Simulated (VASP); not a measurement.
Level of theory: PBEsol GGA, VASP's PBE PAW potentials (set 64) (plane waves; VASP 6.6.1).

VASP input:

### KPOINTS
```
k-points along high-symmetry lines
11
Line-mode
Reciprocal
  0.000000   0.000000   0.000000 ! GAMMA
  0.000000   0.000000   0.500000 ! X

  0.000000   0.000000   0.500000 ! X
 -0.500000   0.500000   0.500000 ! M

 -0.500000   0.500000   0.500000 ! M
  0.000000   0.000000   0.000000 ! GAMMA

  0.000000   0.000000   0.000000 ! GAMMA
  0.324423   0.324423  -0.324423 ! Z

 -0.324423   0.675577   0.324423 ! Z_0
 -0.500000   0.500000   0.500000 ! M

  0.000000   0.000000   0.500000 ! X
  0.250000   0.250000   0.250000 ! P

  0.250000   0.250000   0.250000 ! P
  0.000000   0.500000   0.000000 ! N

  0.000000   0.500000   0.000000 ! N
  0.000000   0.000000   0.000000 ! GAMMA
```

### INCAR
```
ALGO  =  Normal   ! blocked Davidson
SYSTEM  =  V
SIGMA  =  0.05
GGA  =  PS   ! PBEsol
ENCUT  =  400
ICHARG  =  11
LASPH  =  .TRUE.   ! aspherical one-centre terms
EDIFF  =  1E-7   ! SCF stop (eV)
LCHARG  =  .FALSE.
LREAL  =  .FALSE.
LMAXMIX  =  4
LORBIT  =  11   ! lm-projected
LWAVE  =  .FALSE.
ISMEAR  =  0
NELM  =  100
PREC  =  Accurate
```

File POSCAR:
```
V
3.4729880
 -0.6576417880   0.6576417880   0.3674431811
  0.6576417880  -0.6576417880   0.3674431811
  0.6576417880   0.6576417880  -0.3674431811
V
2
Cartesian
 -0.0000000000   0.6576417880   0.1837215905
  0.0000000000   0.0000000000   0.0000000000
```

POTCAR, in this order: V_sv (PBE.64 set). Program: vasp_std. Read from the step before: CHGCAR.

What VASP printed:

**OUTCAR**
```
 ion  position               nearest neighbor table
   1  0.750  0.250  0.500-   2 2.37   2 2.37   2 2.37   2 2.37
   2  0.000  0.000  0.000-   1 2.37   1 2.37   1 2.37   1 2.37
  LATTYP: Found a body centered tetragonal cell.
 ALAT       =     4.5679640762
 C/A-ratio  =     0.5587284564
 Subroutine PRICEL returns:
 Original cell was already a primitive cell.
 Subroutine GETGRP returns: Found 16 space group operations
The static configuration has the point symmetry D_2d.
 The point group associated with its full space group is D_4h.
The dynamic configuration has the point symmetry D_2d.
 Subroutine INISYM returns: Found 16 space group operations
   k-points           NKPTS =     88   k-points in BZ     NKDIM =     88   number of bands    NBANDS=     17
   number of dos      NEDOS =    301   number of ions     NIONS =      2
   total plane-waves  NPLWV =  13824
   dimension x,y,z NGX =    24 NGY =   24 NGZ =   24
   dimension x,y,z NGXF=    48 NGYF=   48 NGZF=   48
   ions per type =               2
   PREC   = accura    normal or accurate (medium, high low for compatibility)
   ISTART =      0    job   : 0-new  1-cont  2-samecut
   ICHARG =     11    charge: 1-file 2-atom 10-const
   ISPIN  =      1    spin polarized calculation?
   LNONCOLLINEAR =      F non collinear calculations
   LSORBIT =      F    spin-orbit coupling
   INIWAV =      1    electr: 0-lowe 1-rand  2-diag
   ENCUT  =  400.0 eV  29.40 Ry    5.42 a.u.   5.66  5.66  5.66*2*pi/ulx,y,z
   NELM   =    100;   NELMIN=  2; NELMDL= -5     # of ELM steps
   EDIFF  = 0.1E-06   stopping-criterion for ELM
   LREAL  =      F    real-space projection
   NLSPLINE    = F    spline interpolate recip. space projectors
   LMAXMIX     =    4 max onsite mixed and CHGCAR
   VOSKOWN=      0    Vosko Wilk Nusair interpolation
   EDIFFG = 0.1E-05   stopping-criterion for IOM
   NSW    =      0    number of steps for IOM
   NBLOCK =      1;   KBLOCK =      1    inner block; outer block
   IBRION =     -1    ionic relax: 0-MD 1-quasi-New 2-CG
   NFREE  =      0    steps in history (QN), initial steepest desc. (CG)
   ISIF   =      2    stress and relaxation
   ISYM   =      2    0-nonsym 1-usesym 2-fastsym
   TEIN   =    0.0    initial temperature
   TEBEG  =    0.0;   TEEND  =   0.0 temperature during run
   SMASS  =  -3.00    Nose mass-parameter (am)
   PSTRESS=    0.0 pullay stress
   NELECT =      26.0000    total number of electrons
   EFERMI =   0.00;   METHOD = LEGACY
   ISMEAR =     0;   SIGMA  =   0.05  broadening in eV -4-tet -1-fermi 0-gaus
   IALGO  =     38    algorithm
   LDIAG  =      T    sub-space diagonalisation (order eigenvalues)
   IMIX   =      4    mixing-type and parameters
     AMIX     =   0.40;   BMIX     =  1.00
     AMIX_MAG =   1.60;   BMIX_MAG =  1.00
     AMIN     =   0.10
   GGA     = PS    functional components
   VOSKOWN =     0    Vosko Wilk Nusair interpolation
   LHFCALC =     F    Hartree Fock is set to
   LHFONE  =     F    Hartree Fock one center treatment
   AEXX    =    0.0000 exact exchange contribution
   IVDW    =     0    specifies the selected vdW correction
   LEPSILON=     F    determine dielectric tensor
   LRPA    =     F    only Hartree local field effects (RPA)
  energy-cutoff  :      400.00
  volume of cell :       26.63
      direct lattice vectors                 reciprocal lattice vectors
    -2.283982038  2.283982038  1.276125759     0.000000000  0.218915907  0.391810914
     2.283982038 -2.283982038  1.276125759     0.218915907  0.000000000  0.391810914
     2.283982038  2.283982038 -1.276125759     0.218915907  0.218915907  0.000000000
 k-point     1 :   0.0000 0.0000 0.0000  plane waves:     493
 k-point     2 :   0.0000 0.0000 0.0500  plane waves:     497
 k-point     3 :   0.0000 0.0000 0.1000  plane waves:     497
 k-point     4 :   0.0000 0.0000 0.1500  plane waves:     495
 k-point     5 :   0.0000 0.0000 0.2000  plane waves:     489
 k-point     6 :   0.0000 0.0000 0.2500  plane waves:     485
 k-point     7 :   0.0000 0.0000 0.3000  plane waves:     484
 k-point     8 :   0.0000 0.0000 0.3500  plane waves:     480
...
```

### OSZICAR
```
       N       E                     dE             d eps       ncg     rms          rms(c)
DAV:   1     0.254092412411E+03    0.25409E+03   -0.14095E+04  2992   0.152E+03
DAV:   2    -0.103318536898E+02   -0.26442E+03   -0.26215E+03  3007   0.502E+02
DAV:   3    -0.189044693814E+02   -0.85726E+01   -0.82699E+01  4218   0.967E+01
DAV:   4    -0.189846073801E+02   -0.80138E-01   -0.80059E-01  3388   0.988E+00
DAV:   5    -0.189856597633E+02   -0.10524E-02   -0.10523E-02  4011   0.111E+00
DAV:   6    -0.189856937295E+02   -0.33966E-04   -0.33966E-04  3860   0.174E-01
DAV:   7    -0.189856946451E+02   -0.91562E-06   -0.91650E-06  3645   0.210E-02
DAV:   8    -0.189856946978E+02   -0.52686E-07   -0.51878E-07  2822   0.440E-03
   1 F= -.18985695E+02 E0= -.18984856E+02  d E =-.167775E-02
```

File OUTCAR:
```
 val. band max:        9.9765073007   @ k =   0.0000   0.2000   0.0000

 cond. band min:      10.0041045541   @ k =  -0.4000   0.4000   0.4000



 k-point     1 :       0.0000    0.0000    0.0000
  band No.  band energies     occupation
      1     -53.7174      2.00000
      2     -53.2356      2.00000
      3     -28.0333      2.00000
      4     -28.0333      2.00000
      5     -27.0491      2.00000
      6     -27.0325      2.00000
      7     -26.9233      2.00000
      8     -26.9233      2.00000
      9       3.2127      2.00000
     10       6.0564      2.00000
     11       8.0601      2.00000
     12       8.6213      2.00000
     13       9.3267      2.00000
     14      11.9456      0.00000
     15      11.9456      0.00000
     16      11.9970      0.00000
     17      11.9970      0.00000

 k-point     2 :       0.0000    0.0000    0.0500
  band No.  band energies     occupation
      1     -53.7145      2.00000
      2     -53.2386      2.00000
      3     -28.0282      2.00000
      4     -28.0278      2.00000
      5     -27.0580      2.00000
      6     -27.0316      2.00000
      7     -26.9321      2.00000
      8     -26.9216      2.00000
      9       3.2566      2.00000
     10       6.0853      2.00000
     11       8.0768      2.00000
     12       8.6022      2.00000
     13       9.3044      2.00000
     14      11.9471      0.00000
     15      11.9665      0.00000
     16      12.0142      0.00000
     17      12.0198      0.00000

 k-point     3 :       0.0000    0.0000    0.1000
  band No.  band energies     occupation
      1     -53.7055      2.00000
      2     -53.2475      2.00000
      3     -28.0124      2.00000
      4     -28.0114      2.00000
      5     -27.0826      2.00000
      6     -27.0286      2.00000
      7     -26.9573      2.00000
      8     -26.9183      2.00000
      9       3.3871      2.00000
     10       6.1697      2.00000
     11       8.1274      2.00000
     12       8.5490      2.00000
...
```

The density is held fixed in this step, so its total energy and stress have no physical meaning.

The structure was generated: V was put into the beta-Sn type (I4_1/amd), which need not be its known phase. It was relaxed first, which changed the volume by -8 %. The run is not spin-polarised, so no magnetic state was tried.
